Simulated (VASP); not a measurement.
# MnSiSe3 (Pm-3m) in VASP: further runs

Aim: see how the results for MnSiSe3 move with the level of theory and the settings. Levels: PBEsol+D3(BJ), PBEsol+D4, PBEsol+rVV10. Tasks: relaxation of cell and atoms.

All numbers are computed with VASP 6.6.1; they aren't measurements. Logs are shortened: lines on timing, memory, paths and dates and some standing lists are left out, and cuts for length are marked.

### Step 1. The structure

The structure is cubic, space group Pm-3m (No. 221). The conventional cell has a = 4.834 Å, b = 4.834 Å, c = 4.834 Å, α = 90.00°, β = 90.00°, γ = 90.00°. Mn (site symmetry m-3m) has 12 Se at 3.42 Å as nearest neighbours. Around Si (site symmetry m-3m) lie 6 Se at 2.42 Å. Around Se (site symmetry 4/mmm) lie 2 Si at 2.42 Å.

The cell was built by a generator and needn't be a form met in nature.

### Step 2. Relaxation of cell and atoms, PBEsol+D3(BJ), collinear spin, ferromagnetic start

File INCAR:

```
PREC = Accurate ; ENCUT = 600
EDIFF = 1E-6 ; ISMEAR = -1
SIGMA = 0.05 ; LREAL = False
LASPH = True ; NELM = 100
ALGO = Normal ; ISIF = 3
LWAVE = False ; LCHARG = False
ISPIN = 2 ; MAGMOM = 4 0 0 0 0
LORBIT = 11 ; LMAXMIX = 4
GGA = PS ; IVDW = 12
IBRION = 2 ; NSW = 60
EDIFFG = -0.01
```

File KPOINTS:

```
regular mesh
0
Gamma
  5 5 5
```

File POSCAR:

```
MnSiSe3
1.0
    4.8341200000      0.0000000000      0.0000000000
    0.0000000000      4.8341200000      0.0000000000
    0.0000000000      0.0000000000      4.8341200000
Mn Si Se
1 1 3
Direct
    0.0000000000      0.0000000000      0.0000000000
    0.5000000000      0.5000000000      0.5000000000
    0.0000000000      0.5000000000      0.5000000000
    0.5000000000      0.0000000000      0.5000000000
    0.5000000000      0.5000000000      0.0000000000
```

Potentials or basis: VASP PAW PBE potentials, release 64 (Mn_pv, Si, Se).

Launch:

```sh
$ cat potpaw_PBE.64/Mn_pv/POTCAR potpaw_PBE.64/Si/POTCAR potpaw_PBE.64/Se/POTCAR > POTCAR
$ mpirun -np 1 vasp_std > vasp.out
```

OUTCAR:

```text
PREC = Accurate
   ENCUT = 600
   EDIFF = 1E-6
   ISMEAR = -1
   LREAL = False
   LASPH = True
   NELM = 100
   ISIF = 3
   ISPIN = 2
   LORBIT = 11
   GGA = PS
   IVDW = 12
   IBRION = 2
   NSW = 60
   EDIFFG = -0.01
 IVDW          = 12

 ion  position               nearest neighbor table
   1  0.000  0.000  0.000-
   2  0.500  0.500  0.500-   3 2.42   4 2.42   5 2.42   5 2.42   4 2.42   3 2.42
   3  0.000  0.500  0.500-   2 2.42   2 2.42
   4  0.500  0.000  0.500-   2 2.42   2 2.42
   5  0.500  0.500  0.000-   2 2.42   2 2.42

  LATTYP: Found a simple cubic cell.
 ALAT       =     4.8341200000

  Lattice vectors:

 A1 = (   4.8341200000,   0.0000000000,   0.0000000000)
 A2 = (   0.0000000000,   4.8341200000,   0.0000000000)
 A3 = (   0.0000000000,   0.0000000000,   4.8341200000)

Analysis of symmetry for initial positions (statically):
=====================================================================
 Subroutine PRICEL returns:
 Original cell was already a primitive cell.

 Routine SETGRP: Setting up the symmetry group for a
 simple cubic supercell.

 Subroutine GETGRP returns: Found 48 space group operations
 (whereof 48 operations were pure point group operations)
 out of a pool of 48 trial point group operations.

The static configuration has the point symmetry O_h .

Analysis of symmetry for dynamics (positions and initial velocities):
=====================================================================
 Subroutine PRICEL returns:
 Original cell was already a primitive cell.

 Routine SETGRP: Setting up the symmetry group for a
 simple cubic supercell.

 Subroutine GETGRP returns: Found 48 space group operations
 (whereof 48 operations were pure point group operations)
 out of a pool of 48 trial point group operations.

The dynamic configuration has the point symmetry O_h .

Analysis of structural, dynamic, and magnetic symmetry:
=====================================================================
 Subroutine PRICEL returns:
 Original cell was already a primitive cell.

 Routine SETGRP: Setting up the symmetry group for a
 simple cubic supercell.

 Subroutine GETGRP returns: Found 48 space group operations
 (whereof 48 operations were pure point group operations)
 out of a pool of 48 trial point group operations.

The overall configuration has the point symmetry O_h .

 Subroutine INISYM returns: Found 48 space group operations
 (whereof 48 operations are pure point group operations),
 and found     1 'primitive' translations

----------------------------------------------------------------------------------------

                                     Primitive cell

  volume of cell :     112.9672

  direct lattice vectors                    reciprocal lattice vectors
     4.834120000  0.000000000  0.000000000     0.206862883  0.000000000  0.000000000
     0.000000000  4.834120000  0.000000000     0.000000000  0.206862883  0.000000000
     0.000000000  0.000000000  4.834120000     0.000000000  0.000000000  0.206862883

  length of vectors
     4.834120000  4.834120000  4.834120000     0.206862883  0.206862883  0.206862883

  position of ions in fractional coordinates (direct lattice)
     0.000000000  0.000000000  0.000000000
     0.500000000  0.500000000  0.500000000
     0.000000000  0.500000000  0.500000000
     0.500000000  0.000000000  0.500000000
     0.500000000  0.500000000  0.000000000

  ion indices of the primitive-cell ions
   primitive index   ion index
                 1           1
                 2           2
                 3           3
                 4           4
                 5           5

----------------------------------------------------------------------------------------

 KPOINTS: regular mesh

Automatic generation of k-mesh.
 Grid dimensions read from file:
 generate k-points for:    5    5    5

 Generating k-lattice:

  Cartesian coordinates                     Fractional coordinates (reciprocal lattice)
     0.041372577  0.000000000  0.000000000     0.200000000  0.000000000  0.000000000
     0.000000000  0.041372577  0.000000000     0.000000000  0.200000000  0.000000000
     0.000000000  0.000000000  0.041372577     0.000000000  0.000000000  0.200000000

  Length of vectors
     0.041372577  0.041372577  0.041372577

  Shift w.r.t. Gamma in fractional coordinates (k-lattice)
     0.000000000  0.000000000  0.000000000

 Subroutine IBZKPT returns following result:
 ===========================================

 Found     10 irreducible k-points:

 Following reciprocal coordinates:
            Coordinates               Weight
  0.000000  0.000000  0.000000      1.000000
  0.200000  0.000000  0.000000      6.000000
  0.400000  0.000000  0.000000      6.000000
  0.200000  0.200000  0.000000     12.000000
  0.400000  0.200000  0.000000     24.000000
  0.400000  0.400000  0.000000     12.000000
  0.200000  0.200000  0.200000      8.000000
  0.400000  0.200000  0.200000     24.000000
  0.400000  0.400000  0.200000     24.000000
  0.400000  0.400000  0.400000      8.000000
   k-points           NKPTS =     10   k-points in BZ     NKDIM =     10   number of bands    NBANDS=     23
   number of dos      NEDOS =    301   number of ions     NIONS =      5
   total plane-waves  NPLWV =  64000
   dimension x,y,z NGX =    40 NGY =   40 NGZ =   40
   dimension x,y,z NGXF=    80 NGYF=   80 NGZF=   80
   ions per type =               1   1   3
   NGX,Y,Z   is equivalent  to a cutoff of  13.76, 13.76, 13.76 a.u.
   NGXF,Y,Z  is equivalent  to a cutoff of  27.51, 27.51, 27.51 a.u.
 SYSTEM =  unknown system
   PREC   = accura    normal or accurate (medium, high low for compatibility)
   ISTART =      0    job   : 0-new  1-cont  2-samecut
   ICHARG =      2    charge: 1-file 2-atom 10-const
   ISPIN  =      2    spin polarized calculation?
   LNONCOLLINEAR =      F non collinear calculations
   LSORBIT =      F    spin-orbit coupling
   LASPH  =      T    aspherical Exc in radial PAW
   ENCUT  =  600.0 eV  44.10 Ry    6.64 a.u.   9.65  9.65  9.65*2*pi/ulx,y,z
   NELM   =    100;   NELMIN=  2; NELMDL= -5     # of ELM steps
   EDIFF  = 0.1E-05   stopping-criterion for ELM
   LREAL  =      F    real-space projection
   EDIFFG = -.1E-01   stopping-criterion for IOM
   NSW    =     60    number of steps for IOM
   IBRION =      2    ionic relax: 0-MD 1-quasi-New 2-CG
   NFREE  =      1    steps in history (QN), initial steepest desc. (CG)
   ISIF   =      3    stress and relaxation
   ISYM   =      2    0-nonsym 1-usesym 2-fastsym
   POTIM  = 0.5000    time-step for ionic-motion
   TEBEG  =    0.0;   TEEND  =   0.0 temperature during run
   PSTRESS=    0.0 pullay stress
   NELECT =      35.0000    total number of electrons
   NUPDOWN=      -1.0000    fix difference up-down
   EMIN   =  10.00;   EMAX   =-10.00  energy-range for DOS
   EFERMI =   0.00;   METHOD = LEGACY
   ISMEAR =    -1;   SIGMA  =   0.05  broadening in eV -4-tet -1-fermi 0-gaus
   EFERMI_NEDOS =   21; number of points for ismear=-14 and -15
   IALGO  =     38    algorithm
   IMIX   =      4    mixing-type and parameters
     AMIX     =   0.40;   BMIX     =  1.00
     AMIX_MAG =   1.60;   BMIX_MAG =  1.00
  volume/ion in A,a.u.               =      22.59       152.47
  Fermi-wavevector in a.u.,A,eV,Ry     =   1.107763  2.093368 16.696230  1.227138
  Thomas-Fermi vector in A             =   2.244281
   LORBIT       =     11    0 simple, 1 ext, 2 COOP (PROOUT), +10 PAW based schemes
   GGA     = PS    functional components
   LHFCALC =     F    Hartree Fock is set to
   AEXX    =    0.0000 exact exchange contribution
   IVDW    =    12    specifies the selected vdW correction
   LEPSILON=     F    determine dielectric tensor
   LRPA    =     F    only Hartree local field effects (RPA)
 conjugate gradient relaxation of ions
 spin polarized calculation
  energy-cutoff  :      600.00
  volume of cell :      112.97
 maximum number of plane-waves:      3791
 NGX is ok and might be reduce to    40
   NGX = 19   NGY = 19   NGZ = 19

--------------------------------------- Ionic step        1  -------------------------------------------

 number of electron      34.9999990 magnetization       5.2927461

 Free energy of the ion-electron system (eV)
  ---------------------------------------------------
  ext. energy  EPLUGINS =         0.00000000
  ---------------------------------------------------
  free energy    TOTEN  =       -24.92372535 eV

  energy without entropy =      -24.90514567  energy(sigma->0) =      -24.91443551

 E-fermi :   4.2734     XC(G=0):  -9.8108

 val. band max:        4.2696035209   @ k =   0.4000   0.2000   0.2000
 cond. band min:       4.3423436445   @ k =   0.4000   0.2000   0.0000
 fundamental gap:      0.0727401236
 Fermi energy:         4.2733518960

 spin component 1

 k-point     1 :       0.0000    0.0000    0.0000
  band No.  band energies     occupation
      1     -46.8244      1.00000
      2     -46.8244      1.00000
      3     -46.8244      1.00000
      4     -10.7633      1.00000
      5      -7.7964      1.00000
      6      -7.7964      1.00000
[... 233 lines left out ...]
      6      -8.6512      1.00000
[... 15 lines left out ...]
     22       5.4538      0.00000
     23       7.0697      0.00000
 Fermi energy:         4.2733518960

 spin component 2

 k-point     1 :       0.0000    0.0000    0.0000
  band No.  band energies     occupation
      1     -42.0845      1.00000
      2     -42.0845      1.00000
      3     -42.0845      1.00000
      4     -10.6766      1.00000
      5      -7.7204      1.00000
      6      -7.7204      1.00000
[... 510 lines left out ...]
--------------------------------------- Ionic step        7  -------------------------------------------

 number of electron      34.9999986 magnetization      -0.0000042

 number of electron      34.9999986 magnetization       0.0000138

 Free energy of the ion-electron system (eV)
  ---------------------------------------------------
  ext. energy  EPLUGINS =         0.00000000
  ---------------------------------------------------
  free energy    TOTEN  =       -21.91364539 eV

  energy without entropy =      -21.85571964  energy(sigma->0) =      -21.88468251

 E-fermi :   5.7333     XC(G=0): -10.5632

 val. band max:        5.6989875664   @ k =   0.4000   0.0000   0.0000
 cond. band min:       5.7613231724   @ k =   0.2000   0.2000   0.0000
 fundamental gap:      0.0623356060
 Fermi energy:         5.7332598998

 spin component 1

 k-point     1 :       0.0000    0.0000    0.0000
  band No.  band energies     occupation
      1     -41.7557      1.00000
      2     -41.7557      1.00000
      3     -41.7557      1.00000
      4     -10.6666      1.00000
      5      -6.8084      1.00000
      6      -6.8084      1.00000
[... 233 lines left out ...]
      6      -7.9941      1.00000
[... 15 lines left out ...]
     22       7.2815      0.00000
     23       8.9566      0.00000
 Fermi energy:         5.7332598998

 spin component 2

 k-point     1 :       0.0000    0.0000    0.0000
  band No.  band energies     occupation
      1     -41.7557      1.00000
      2     -41.7557      1.00000
      3     -41.7557      1.00000
      4     -10.6666      1.00000
      5      -6.8084      1.00000
      6      -6.8084      1.00000
[... 285 lines left out ...]
  FREE ENERGIE OF THE ION-ELECTRON SYSTEM (eV)
  ---------------------------------------------------
  free  energy   TOTEN  =       -23.7630743427 eV

  energy  without entropy=      -23.7051485915  energy(sigma->0) =      -23.73411147

 reached required accuracy - stopping structural energy minimisation

 total charge

# of ion       s       p       d       tot
------------------------------------------
    1        0.154   6.053   5.075  11.282
    2        0.802   0.831   0.000   1.632
    3        1.481   2.313   0.069   3.863
    4        1.481   2.313   0.069   3.863
    5        1.481   2.313   0.069   3.863
--------------------------------------------------
tot          5.398  13.822   5.283  24.503

 magnetization (x)

# of ion       s       p       d       tot
------------------------------------------
    1       -0.000   0.000   0.000   0.000
    2       -0.000  -0.000   0.000  -0.000
    3        0.000  -0.000  -0.000  -0.000
    4        0.000  -0.000  -0.000  -0.000
    5        0.000  -0.000  -0.000  -0.000
--------------------------------------------------
tot         -0.000  -0.000   0.000   0.000
```

It took 6.8 min on 1 thread of Intel Xeon 6975P-C (Granite Rapids), shared host; peak memory 0.33 GiB.

Results:

```
Free energy                                           : -23.7631 eV
Relaxed volume                                        : 19.28 Å³/atom
Relaxed cell                                          : a = 4.585 Å, b = 4.585 Å, c = 4.585 Å, α = 90.00°, β = 90.00°, γ = 90.00°
Space group after relaxing (to 0.05 Å)                : Pm-3m (No. 221)
Energy gained by relaxing                             : -552.7 meV/atom
Ionic steps                                           : 7
Pressure after relaxing                               : -0.1 GPa
Band gap on the k mesh                                : none (metal or under the smearing width)
Net moment                                            : 0.00 μB per cell
Valence electrons inside the program's atomic spheres : Mn 11.28; Si 1.63; Se 3.86
Dispersion energy per atom                            : -0.370 eV
```

Step by step:
| step | energy change (eV) | largest force (eV/Å) | pressure (GPa) | volume (Å³) |
| --- | --- | --- | --- | --- |
| 1 | 0.0000 | 0.0000 | -2.28 | 112.97 |
| 2 | -0.0822 | 0.0000 | -1.98 | 107.80 |
| 3 | 0.2061 | 0.0000 | 10.07 | 93.25 |
| 4 | 2.9311 | 0.0000 | -5.67 | 105.00 |
| 5 | 2.7817 | 0.0000 | -2.09 | 99.01 |
| 6 | 2.7639 | 0.0000 | -0.29 | 96.70 |
| 7 | 2.7634 | 0.0000 | -0.08 | 96.39 |

Final structure:
```xyz
5
Lattice="4.5850 0.0000 0.0000 0.0000 4.5850 0.0000 0.0000 0.0000 4.5850" Properties=species:S:1:pos:R:3 pbc="T T T"
Mn    0.0000    0.0000    0.0000
Si    2.2925    2.2925    2.2925
Se    0.0000    2.2925    2.2925
Se    2.2925    0.0000    2.2925
Se    2.2925    2.2925    0.0000
```

Caveat: the starting moments collapsed, and a magnetic state may lie lower; the PAW data sets were made with another functional, which shifts forces and pressure a little; semilocal functionals often make such compounds metallic where correlation or magnetic order opens a gap, which also shifts bond lengths; pairwise dispersion overbinds metals, which lowers pressure and volume. With open d or f shells a metallic result of PBEsol can be an artefact of self-interaction; +U or a hybrid may open a gap.

### Step 3. Relaxation of cell and atoms, PBEsol+D4, collinear spin, ferromagnetic start

Changes to INCAR since step 2:

```diff
@@ -8,3 +8,3 @@
 LORBIT = 11 ; LMAXMIX = 4
-GGA = PS ; IVDW = 12
+GGA = PS ; IVDW = 13
 IBRION = 2 ; NSW = 60
```

KPOINTS is that of step 2.

POSCAR is that of step 2.

Potentials or basis: VASP PAW PBE potentials, release 64 (Mn_pv, Si, Se).

Launch:

```sh
$ cat potpaw_PBE.64/Mn_pv/POTCAR potpaw_PBE.64/Si/POTCAR potpaw_PBE.64/Se/POTCAR > POTCAR
$ mpirun -np 1 vasp_std > vasp.out
```

It took 3.1 min on 1 thread of Intel Xeon 6975P-C (Granite Rapids), shared host; peak memory 0.31 GiB.

It converged, with:

```yaml
Free_energy: -26.4853 eV
Relaxed_volume: 21.17 Å³/atom
Relaxed_cell: a = 4.731 Å, b = 4.731 Å, c = 4.731 Å, α = 90.00°, β = 90.00°, γ = 90.00°
Space_group_after_relaxing_to_0.05_Å: Pm-3m (No. 221)
Energy_gained_by_relaxing: 22.8 meV/atom
Ionic_steps: 5
Pressure_after_relaxing: 0.0 GPa
Band_gap_on_the_k_mesh: none (metal or under the smearing width)
Net_moment: 5.23 μB per cell
Site_moments: Mn +4.48; Si +0.04; Se +0.06 μB
Valence_electrons_inside_the_program's_atomic_spheres: Mn 11.11; Si 1.55; Se 3.85
Dispersion_energy_per_atom: -0.307 eV
```

The path:
```csv
step,energy change (eV),largest force (eV/Å),pressure (GPa),volume (Å³)
1,0.0000,0.0000,-4.45,112.97
2,-0.0642,0.0000,7.55,103.01
3,-0.1131,0.0000,-0.57,106.35
4,-0.1138,0.0000,-0.29,106.11
5,-0.1140,0.0000,-0.03,105.87
```

Final structure:
```cif
data_structure
_symmetry_space_group_name_H-M 'P 1'
_symmetry_Int_Tables_number 1
_cell_length_a 4.7307
_cell_length_b 4.7307
_cell_length_c 4.7307
_cell_angle_alpha 90.000
_cell_angle_beta 90.000
_cell_angle_gamma 90.000
_cell_volume 105.87
loop_
_atom_site_label
_atom_site_type_symbol
_atom_site_fract_x
_atom_site_fract_y
_atom_site_fract_z
_atom_site_occupancy
Mn1 Mn 0.00000 0.00000 0.00000 1
Si1 Si 0.50000 0.50000 0.50000 1
Se1 Se 0.00000 0.50000 0.50000 1
Se2 Se 0.50000 0.00000 0.50000 1
Se3 Se 0.50000 0.50000 0.00000 1
```

Levels at points of the mesh, in eV from the Fermi level:
Spin up:
```tsv
k point	band 17	band 18	band 19	band 20	band 21	band 22	band 23
(0.00, 0.00, 0.00)	-1.16	-1.16	-1.11	-1.11	-1.11	-0.09	4.32
```
Spin down:
```
           k point  band 12  band 13  band 14  band 15  band 16  band 17  band 18  band 19
(0.00, 0.00, 0.00)    -1.08    -1.08    -0.94    -0.94    -0.94     0.59     0.59     0.63
```

Caveat: the PAW data sets were made with another functional, which shifts forces and pressure a little; a cell with one magnetic atom can't hold antiferromagnetic order, which such compounds often take; semilocal functionals often make such compounds metallic where correlation or magnetic order opens a gap, which also shifts bond lengths; pairwise dispersion overbinds metals, which lowers pressure and volume.

### Step 4. Relaxation of cell and atoms, PBEsol+rVV10, collinear spin, ferromagnetic start

Changes to INCAR since step 3:

```diff
@@ -8,4 +8,5 @@
 LORBIT = 11 ; LMAXMIX = 4
-GGA = PS ; IVDW = 13
-IBRION = 2 ; NSW = 60
-EDIFFG = -0.01
+GGA = PS ; LUSE_VDW = True
+IVDW_NL = 2 ; BPARAM = 20.0
+CPARAM = 0.0093 ; IBRION = 2
+NSW = 60 ; EDIFFG = -0.01
```

KPOINTS is that of step 3.

POSCAR is that of step 3.

Launch:

```sh
$ cat potpaw_PBE.64/Mn_pv/POTCAR potpaw_PBE.64/Si/POTCAR potpaw_PBE.64/Se/POTCAR > POTCAR
$ mpirun -np 1 vasp_std > vasp.out
```

Run time: 5.2 min. Hardware: 1 thread of Intel Xeon 6975P-C (Granite Rapids), shared host; peak memory 0.55 GiB.

The run converged. Its results:

```yaml
Free_energy: -24.5916 eV
Relaxed_volume: 21.56 Å³/atom
Relaxed_cell: a = 4.759 Å, b = 4.759 Å, c = 4.759 Å, α = 90.00°, β = 90.00°, γ = 90.00°
Space_group_after_relaxing_to_0.05_Å: Pm-3m (No. 221)
Energy_gained_by_relaxing: 9.5 meV/atom
Ionic_steps: 3
Pressure_after_relaxing: 0.0 GPa
Band_gap_on_the_k_mesh: none (metal or under the smearing width)
Net_moment: 5.25 μB per cell
Site_moments: Mn +4.49; Si +0.04; Se +0.06 μB
Valence_electrons_inside_the_program's_atomic_spheres: Mn 11.10; Si 1.54; Se 3.84
```

The path:
```
step  energy change (eV)  largest force (eV/Å)  pressure (GPa)  volume (Å³)
   1              0.0000                0.0000           -2.83       112.97
   2             -0.0446                0.0000            0.79       106.56
   3             -0.0475                0.0000            0.01       107.79
```

Final structure:
```
CELL_PARAMETERS angstrom
4.75911 0.00000 0.00000
0.00000 4.75911 0.00000
0.00000 0.00000 4.75911
ATOMIC_POSITIONS crystal
Mn 0.00000 0.00000 0.00000
Si 0.50000 0.50000 0.50000
Se 0.00000 0.50000 0.50000
Se 0.50000 0.00000 0.50000
Se 0.50000 0.50000 0.00000
```

Levels at points of the mesh, in eV from the Fermi level:
Spin up:
```csv
k point,band 18,band 19,band 20,band 21,band 22,band 23
"(0.00, 0.00, 0.00)",-1.13,-1.08,-1.08,-1.08,-0.18,4.38
```
Spin down:
```tsv
k point	band 13	band 14	band 15	band 16	band 17	band 18
(0.00, 0.00, 0.00)	-1.05	-0.91	-0.91	-0.91	0.61	0.61
```

Caveat: the PAW data sets were made with another functional, which shifts forces and pressure a little; a cell with one magnetic atom can't hold antiferromagnetic order, which such compounds often take; semilocal functionals often make such compounds metallic where correlation or magnetic order opens a gap, which also shifts bond lengths; pairwise dispersion overbinds metals, which lowers pressure and volume. With open d or f shells a metallic result of PBEsol can be an artefact of self-interaction; +U or a hybrid may open a gap.
